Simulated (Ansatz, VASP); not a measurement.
# SnH5CN2Cl3 in two plane-wave programs, part 2 of 2

Aim: how closely do two programs agree when they are given the same cell, functional and k mesh? The cell is taken from a series of runs on this material, whose earlier steps may have relaxed, scaled, displaced or heated it; both programs get it as it stands.

VASP 6.6.1 and Ansatz 0.2.0.

So far: The starting structure; VASP: G0W0 gap, PBE.

## Step 3: Ansatz: G0W0 gap, PBE

Level of this step: Ansatz beside VASP: Kohn-Sham DFT, plane waves, PBE (Ansatz).

Ansatz runs on its PAW soft_1 files.

The same cell, functional and mesh now go to Ansatz, which takes its cutoff from its data sets.

input.yaml reads:

```yaml
crystal:
  lattice:
    - [6.10089187, 0.0, 0.0]
    - [0.0, 3.89778291, 4.19542385]
    - [0.0, -3.89778291, 4.19542385]
  atoms:
    - { symbol: Sn, position: [0.5, 0.3819120737, 0.3819120737] }
    - { symbol: H, position: [0.2024175945, 0.7251890982, 0.7251890982] }
    - { symbol: H, position: [0.7975824055, 0.7251890982, 0.7251890982] }
    - { symbol: H, position: [0.3266552575, 0.9140883527, 0.9140883527] }
    - { symbol: H, position: [0.6733447425, 0.9140883527, 0.9140883527] }
    - { symbol: H, position: [0.0, 0.04999706, 0.04999706] }
    - { symbol: C, position: [0.0, 0.9197730623, 0.9197730623] }
    - { symbol: "N", position: [0.1891209835, 0.8463719221, 0.8463719221] }
    - { symbol: "N", position: [0.8108790165, 0.8463719221, 0.8463719221] }
    - { symbol: Cl, position: [0.5, 0.840126518, 0.3497554042] }
    - { symbol: Cl, position: [0.5, 0.3497554042, 0.840126518] }
    - { symbol: Cl, position: [0.0, 0.4139351359, 0.4139351359] }
kpoints:
  mp_grid: { grid: [2, 2, 2] }
hamiltonian:
  xc: pbe
  pseudopotentials: { kind: paw, azcp: { folder: soft_1 } }
scf:
  occupations: { method: fixed }
gw:
  n_empty_bands: 728
  ecut_chi: 140
  qp_bands: [v4, c4]
  qp_kpoints: band_edges
  screening: { model: contour_deformation }
```

On the command line:

```console
> ansatz run input.yaml --threads 2 --pin off --max-ram 92160MiB --backend cuda --events-out ev --progress --plain --runs-dir out --devices 1 --max-vram 13GiB
```

Numbers of over 12 decimals in the logs are rounded to 6 here.

Output:

```text
GPUs: using 1 of 1 available (devices: 1).
Engine: ansatz 0.2.0, x86_64-unknown-linux-gnu
Pseudopotentials: kind: paw
Pseudopotential: Sn, paw, valence charge 14, recommended cutoff 420 eV (normal), soft_1/Sn.paw.azcp
Pseudopotential: H, paw, valence charge 1, recommended cutoff 420 eV (normal), soft_1/H.paw.azcp
Pseudopotential: C, paw, valence charge 4, recommended cutoff 420 eV (normal), soft_1/C.paw.azcp
Pseudopotential: N, paw, valence charge 5, recommended cutoff 420 eV (normal), soft_1/N.paw.azcp
Pseudopotential: Cl, paw, valence charge 7, recommended cutoff 420 eV (normal), soft_1/Cl.paw.azcp
Functional definition: PBE
  parameter kappa = 0.804
  parameter beta = 0.066725
  exchange = pbe_x(kappa = kappa, mu = beta*pi^2/3)
  correlation = pbe_c(beta = beta)
device memory: the entry about to start is reckoned to put 1.7 GiB on a device that reports 25.6 GiB free (of which the cap on the GPU budget leaves the run 13.0 GiB)
GPU FFT provider: cuFFT
GPU libraries: cuBLAS 13.8.2, cuFFT 12.4.0, cuSOLVER 12.3.4
Crystal: 12 atoms, lattice volume = 199.534 Å³
Basis set: ecut = 420 eV, 3875 PW (Γ)
Bands: 39, of which v1, the nominal top of the filled ones, is band 27 counted from 1 (26 counted from 0)
Symmetry: 4 space group operations
Space group: Amm2 (ITA 38), of the structure as read, at distance tolerance 5.8e-5 Å
k-points: 6 of 8
Non-local potential: Sn, projectors of the file, l = 0: 2, l = 1: 2, l = 2: 2, l = 3: 1
Non-local potential: H, projectors of the file, l = 0: 2, l = 1: 1
Non-local potential: C, projectors of the file, l = 0: 2, l = 1: 2, l = 2: 1
Non-local potential: N, projectors of the file, l = 0: 2, l = 1: 2, l = 2: 1
Non-local potential: Cl, projectors of the file, l = 0: 2, l = 1: 2, l = 2: 1
PAW form: soft (Blöchl's): semilocal exchange-correlation on the pseudo side does not see the compensation charge
PAW one-centre angular grid: Sn, 590 points (default); XC on 64 Gauss nodes
PAW one-centre angular grid: H, 110 points (default); XC on 64 Gauss nodes
PAW one-centre angular grid: C, 110 points (default); XC on 64 Gauss nodes
PAW one-centre angular grid: N, 110 points (default); XC on 64 Gauss nodes
PAW one-centre angular grid: Cl, 110 points (default); XC on 64 Gauss nodes
Initial density: superposition of atomic densities (chi_scale 0.1, normalization cell), built separately for each of the 2 bonded fragments (scf.initial_density.interfragment_charge_transfer: auto; true builds it for the cell as a whole; a typed value also counts as a typed key of the start: scf.initial_density.chi_scale says what that changes, if anything)
Initial wavefunctions: pseudopotential atomic-orbital guess
GPU buffer pool allocated for 72000 grid points (all kernels)
GPU transforms: local potential and band sums: pruned to the plane-wave sphere, on 45×40×40
Functional: x = pbe(κ = 0.804, μ = 0.219515), c = pbe(β = 0.066725)
SCF iter   1: F=—  HF=-10369.905638 eV  |F-HF|=—  |Δ(HF+E_count)|=         —  Δρ=7.19e-2  dr2=8.96e0  ethr=3.10e-3  ⟨swp⟩=5.0  Hψ=893  notcnv=0  defer=57
preconditioner: auto → Resta (q_TF=auto, 2.194 Å⁻¹)  ε∞=2.8  [insulator: Δε(μ)=1.476 eV  Ē_g=12.333 eV  n_scr=28 (ndim 8)  ℏωp=16.6 eV  f_vac=0.058  ε∞_Penn≈2.8]
SCF iter   2: F=—  HF=-10367.413291 eV  |F-HF|=—  |Δ(HF+E_count)|=    2.49e0  Δρ=3.20e-2  dr2=1.41e0  ethr=3.10e-3  ⟨swp⟩=3.0  Hψ=527  notcnv=0  defer=58
SCF iter   3: F=—  HF=-10367.114677 eV  |F-HF|=—  |Δ(HF+E_count)|=   2.99e-1  Δρ=1.16e-2  dr2=2.32e-1  ethr=2.61e-3  ⟨swp⟩=2.0  Hψ=375  notcnv=0  defer=59
SCF iter   4: F=—  HF=-10367.090127 eV  |F-HF|=—  |Δ(HF+E_count)|=   2.45e-2  Δρ=2.69e-3  dr2=1.59e-2  ethr=4.29e-4  ⟨swp⟩=2.0  Hψ=337  notcnv=0  defer=60
SCF iter   5: F=—  HF=-10367.095489 eV  |F-HF|=—  |Δ(HF+E_count)|=   5.36e-3  Δρ=8.43e-4  dr2=1.79e-3  ethr=2.95e-5  ⟨swp⟩=2.0  Hψ=307  notcnv=0  defer=60
SCF iter   6: F=—  HF=-10367.097128 eV  |F-HF|=—  |Δ(HF+E_count)|=   1.64e-3  Δρ=1.74e-4  dr2=7.99e-5  ethr=3.31e-6  ⟨swp⟩=2.2  Hψ=365  notcnv=0  defer=60
SCF iter   7: F=—  HF=-10367.097151 eV  |F-HF|=—  |Δ(HF+E_count)|=   2.31e-5  Δρ=5.04e-5  dr2=5.70e-6  ethr=1.48e-7  ⟨swp⟩=2.0  Hψ=359  notcnv=0  defer=58
SCF iter   8: F=—  HF=-10367.097159 eV  |F-HF|=—  |Δ(HF+E_count)|=   7.54e-6  Δρ=1.04e-5  dr2=3.16e-7  ethr=1.06e-8  ⟨swp⟩=2.0  Hψ=290  notcnv=0  defer=58
SCF iter   9: F=-10367.097159 eV  HF=-10367.097159 eV  |F-HF|=2.20e-8  |Δ(HF+E_count)|=   4.98e-7  Δρ=2.26e-6  dr2=1.10e-8  ethr=1.85e-10  ⟨swp⟩=14.8  Hψ=1437  notcnv=0
SCF 1 converged in 9 iterations: F = -10367.097159 eV  dr2 = 1.10e-8
  greatest PAW one-centre occupation: 0.993 electrons in one spin orbital (limit 2), on the Sn atom at site 0 (counted from 0), in its partial waves of l = 2
device memory: the entry about to start is reckoned to put 2.2 GiB on a device that reports 25.6 GiB free (of which the cap on the GPU budget leaves the run 13.0 GiB)
NSCF: frozen V_eff on 6 k-points
the band table was solved once the SCF had ended and its energy, with any forces and stress, was formed, with the checks that follow a solve (1029 applications of the Hamiltonian). They found nothing against the state; the energy, forces and stress were not computed again (output.eigenvalues in the input reference)
device memory: the entry about to start is reckoned to put 4.4 GiB on a device that reports 25.6 GiB free (of which the cap on the GPU budget leaves the run 13.0 GiB)
NSCF: frozen V_eff on 6 k-points
G₀W₀ screening: q 1/6
[... further progress lines ...]
device memory: the entry about to start is reckoned to put 0.7 GiB on a device that reports 25.3 GiB free (of which the cap on the GPU budget leaves the run 13.0 GiB)
NSCF: frozen V_eff on 1 k-points
device memory: the entry about to start is reckoned to put 0.7 GiB on a device that reports 25.5 GiB free (of which the cap on the GPU budget leaves the run 13.0 GiB)
NSCF: frozen V_eff on 1 k-points
SCF converged after 9 iterations
Free energy (F): -10367.097159 eV
Harris-Foulkes:  -10367.097159 eV  (|F-HF|=2.20e-8)
Internal energy: -10367.097159 eV  (E = F + TS)
E sigma→0 (E₀):  -10367.097159 eV
Fermi energy:    2.281845 eV
--- Per-component energies (eV) ---
  E_band       = -424.088202
  E_kinetic    = 1037.993841
  E_local      = -3444.086545  (includes V_loc(G=0)·N_el)
  E_nonlocal   = 335.971618
  E_hartree    = 1359.255633
  E_xc         = -654.597251
  E_vxc        = -689.481664  (∫ρ·V_xc dr)
  E_paw        = -6705.748136  (= ΣΔE_a)
  E_vpaw       = -382.993739  (= ΣTr[D̂ρ^β])
  E_aug_tail   = -0.002783  (compensation charges beyond the density's cutoff)
  E_ewald      = -2295.883535
  E_smearing   = -0.000000  (= −TS)
  E_closure    = -0.000000  (closes the sum)
  Σ components = -10367.097159   (vs F -10367.097159, Δ=0.00e0)
--- Band table (eV; the first three rows and the last of 6) ---
  k-point 0: bands = [... 23 lower, -0.1849, 0.1904, 0.4629, 0.6523, 5.2280, 6.1694, 6.6680, 7.3200, ... 8 higher]
  k-point 1: bands = [... 23 lower, 0.2499, 0.2903, 0.5738, 0.8956, 4.9359, 5.2706, 6.2814, 7.0894, ... 8 higher]
  k-point 2: bands = [... 23 lower, 0.2596, 0.3140, 0.5509, 1.7947, 4.4109, 4.4903, 5.4118, 5.8946, ... 8 higher]
  k-point 5: bands = [... 23 lower, 0.0164, 0.4788, 0.7524, 2.2818, 3.8590, 4.3729, 4.4449, 5.4246, ... 8 higher]
--- G₀W₀: contour deformation, 7 samples at zero and on the imaginary axis and 1 off it, 8 q-points, 728 empty bands' worth ---
  eigenvalues of the whole cell's RPA ε∞ on this k-mesh (on a slab, of 1 + 4πα/V) = 5.6301, 6.3097, 6.4459; static W/v taken at q = 0 is 0.163603
  gw.qp_kpoints: band_edges: 6 of 6 stored k-points solved, in 1 pass; an edge of the gap read off the rows below is read off those points alone
  `?` marks the rows in doubt; gw_qp.tsv's column doubts and the gw_qp event give each row's grounds
    ik  band        ε_KS         Σx   Σc(E_QP)       V_xc       Z   E_QP_lin       E_QP  E_QP is
     0    24     -0.1849   -20.4221     3.4381   -15.8207  0.7064    -1.4191    -1.3483  root
     0    25      0.1904   -20.4290     3.1913   -16.1963  0.7042    -0.9037    -0.8512  root
     0    26      0.4629   -20.0213     3.2979   -15.6038  0.7017    -0.7233    -0.6567  root
     0    27      0.6523   -20.3805     3.4493   -15.7728  0.7008    -0.5789    -0.5061  root
     0    28      5.2280    -8.7913    -4.2950   -14.3230  0.7528     6.5340     6.4647  root
     0    29      6.1694    -5.5521    -4.0276   -10.1222  0.7779     6.7211     6.7118  root
     0    30      6.6680    -9.1558    -4.3574   -13.9578  0.7111     7.1217     7.1125  root
     0    31      7.3200    -7.6473    -4.2474   -12.3519  0.7391     7.7863     7.7772  root
     1    24      0.2499   -20.9107     3.1756   -16.6626  0.7138    -0.8754    -0.8226  root
     1    25      0.2903   -19.8661     3.2124   -15.5400  0.7026    -0.8894    -0.8234  root
     1    26      0.5738   -20.1475     3.4409   -15.5432  0.7005    -0.6640    -0.5895  root
     1    27      0.8956   -19.7186     2.2020   -16.5549  0.7239    -0.1075    -0.0661  root
     1    28      4.9359    -8.2712    -3.9613   -12.7116  0.7539     5.4228     5.4151  root
     1    29      5.2706    -8.9426    -4.3704   -14.5620  0.7506     6.5922     6.5196  root
     1    30      6.2814    -8.8360    -4.1556   -13.4142  0.7232     6.7109     6.7040  root
     1    31      7.0894    -6.7550    -4.3056   -11.7904  0.7608     7.8386     7.8192  root
     2    24      0.2596   -19.5927     3.3411   -15.1196  0.6997    -0.9431    -0.8725  root
     2    25      0.3140   -21.4157     3.1197   -17.2178  0.7229    -0.8149    -0.7642  root
     2    26      0.5509   -20.0367     3.4212   -15.4564  0.7007    -0.6823    -0.6082  root
     2    27      1.7947   -19.6141     1.6037   -17.1351  0.7352     0.8897     0.9195  root
     2    28      4.4109    -7.7072    -3.8473   -11.9440  0.7608     4.8050     4.8003  root
     2    29      4.4903    -7.4684    -3.8955   -11.8444  0.7602     4.9782     4.9709  root
     2    30      5.4118    -9.1373    -4.4442   -14.8337  0.7472     6.7380     6.6641  root
     2    31      5.8946    -8.6756    -3.9618   -13.0383  0.7340     6.3006     6.2955  root
[...]
4    31      6.9259    -8.5255    -4.2148   -13.2468  0.7373     7.4422     7.4322  root
     5    24      0.0164   -20.8404     3.2877   -16.4263  0.7125    -1.1715    -1.1101  root
     5    25      0.4788   -20.1637     3.2968   -15.7413  0.7039    -0.7127    -0.6468  root
     5    26      0.7524   -20.6302     3.3931   -16.0870  0.7040    -0.4667    -0.3976  root
     5    27      2.2818   -19.1792     1.3697   -16.9535  0.7396     1.4003     1.4258  root
     5    28      3.8590    -6.9884    -3.6817   -10.9947  0.7644     4.1867     4.1836  root
     5    29      4.3729    -7.8424    -3.8715   -12.1159  0.7615     4.7799     4.7749  root
     5    30      4.4449    -7.2989    -3.8441   -11.5231  0.7611     4.8294     4.8249  root
     5    31      5.4246    -9.3364    -4.5269   -15.2371  0.7471     6.9001     6.7985  root ?
```

## Step 4: Comparison

Known differences besides the potentials themselves: fixed occupations in Ansatz, narrow Gaussian smearing in VASP; the cutoff is 420 eV in Ansatz and 450 eV in VASP; VASP leaves aspherical gradient terms in its spheres out (LASPH is not set), Ansatz keeps them; Ansatz integrates over frequency by contour deformation, VASP on a grid of NOMEGA points; Ansatz's G0W0 levels solve the quasiparticle equation, VASP's are linearised. Total energies have different zeros and are not compared.

Both answers:

| quantity | Ansatz | VASP | difference |
| --- | --- | --- | --- |
| G0W0 gap on the mesh (eV) | 2.76 | 2.80 | -0.04 |
| Kohn-Sham gap under it (eV) | 1.58 | 1.58 | 0.00 |

## Step 5: Outcome

* difference in G0W0 gap on the mesh (G0W0 gap, PBE): -0.045 eV

**Reading.** The difference in G0W0 gap on the mesh is -0.045 eV (G0W0 gap, PBE). Such differences can come from data sets, numerical settings and the points named under the comparisons, not from the functional's error against experiment.

[Lines on the potential files, build, host, timing and source positions are cut from VASP's logs without a mark.]

[Logs are printed without paths, hosts, clocks, repeated set-up lines and the standing remarks that a program may print on its own settings, such as how far it seeks lower states.]

[Hosts, paths, dates, database ids (printed as entryN), source tags and the programs' standing remarks are cut or masked in the printed files.]
